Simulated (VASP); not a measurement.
Given:

```xyz
2
Lattice="3.3133 0.0000 0.0000 -1.6566 2.8694 0.0000 0.0000 0.0000 3.2336" Properties=species:S:1:pos:R:3 pbc="T T T"
Nb     0.0000     0.0000     0.0000
P      1.6566     0.9565     1.6168
```

These are r2SCAN meta-GGA, VASP's PBE PAW potentials (set 64) (plane waves; VASP) values and carry that method's errors. Run with 400 eV cut-off, 8×8×7 Γ-centred mesh, Gaussian smearing of 0.050 eV, potentials Nb_sv P.

**Question.** Give the stress tensor in GPa (positive for a compressed cell).

**Answer.** 
```
 7.15   0.00   0.00
 0.00   7.15   0.00
 0.00   0.00  13.05
```
The pressure is its mean diagonal, 9.12 GPa.

The structure was generated: NbP was put into the WC type (P-6m2), which need not be its known phase. The cell was not relaxed at this level. The run is one of a series of settings (GGA removed, LMIXTAU = .TRUE., METAGGA = R2SCAN against the base run), some of them coarse on purpose.
